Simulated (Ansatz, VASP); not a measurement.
**Two plane-wave programs on SnC3**

```xyz
4
Lattice="2.9789 0.0000 0.0000 0.0000 2.9789 0.0000 0.0000 0.0000 4.6435" Properties=species:S:1:pos:R:3 pbc="T T T"
C     1.4894    0.0000    3.8094
C     1.4894    1.4894    0.0000
C     0.0000    1.4894    0.8341
Sn    0.0000    0.0000    2.3218
```

Alike in both runs: task single point; functional r2SCAN; k mesh 8 × 8 × 4; no spin polarisation.

```csv
,VASP,Ansatz
version,VASP 6.6.1,Ansatz 0.2.0
potentials or method,"VASP PAW PBE potentials, release 64 (C, Sn_d)","plane waves, PAW"
plane-wave cutoff (eV),520,500
occupations,"gaussian, width 0.01 eV",fixed
valence electrons in the cell,26,26
```

```tsv
	VASP	Ansatz	Ansatz less VASP
gap on the k mesh at the Fermi level (eV)	0.40	0.40	-0.003
pressure (GPa)	0.4	0.0	-0.44
largest component of the traceless stress (GPa)	0.06	0.00	-0.055
```

Caveats: the PAW data sets were made with another functional, which shifts forces and pressure a little (VASP); spin-orbit coupling is left out, which moves the levels of the heavy elements.
